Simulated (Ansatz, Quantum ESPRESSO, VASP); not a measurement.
Sn (I4_1/amd, 2 atoms in the cell) computed with different codes at matched settings

Self-consistent single point.

```xyz
2
Lattice="-2.9150 2.9150 1.5900 2.9150 -2.9150 1.5900 2.9150 2.9150 -1.5900" Properties=species:S:1:pos:R:3 pbc="T T T"
Sn     2.9150     0.0000     0.7950
Sn     0.0000     0.0000     0.0000
```

Shared settings, as Ansatz (an electronic-structure program) writes them: kpoints.mp_grid.grid = 8 8 8; magnetization.spin_orbit = true; scf.occupations.method = gaussian; scf.occupations.width = 0.1 eV. Potentials and cutoffs stand in the table.

```tsv
code	model	pressure (GPa)	cutoff
Ansatz	PBE with spin-orbit coupling, default PAW files	2.67	default
Quantum ESPRESSO	PBE, spin-orbit coupling, PseudoDojo fully relativistic norm-conserving (PBE) pseudopotentials	2.71	75 Ry
VASP	PBE, spin-orbit coupling, VASP's PBE PAW potentials (set 64)	2.26	300 eV
```

The spread over the programs that give each value: pressure within 0.45 GPa.

Ansatz's pressure is given at a fixed set of plane waves, as the other plane-wave codes print theirs; with its correction for the finite basis it is 2.71 GPa.

VASP's run is marked for a possible Pulay error in its stress at this cutoff; no cutoff test was made.

The starting cell has typed, rounded lattice constants, without a prior relaxation at this level.

Left out of this page: Elk (with a known weakness of the program); FLEUR and SIESTA (not drawn, or without a comparable value).

Keys are those of Ansatz 0.2.
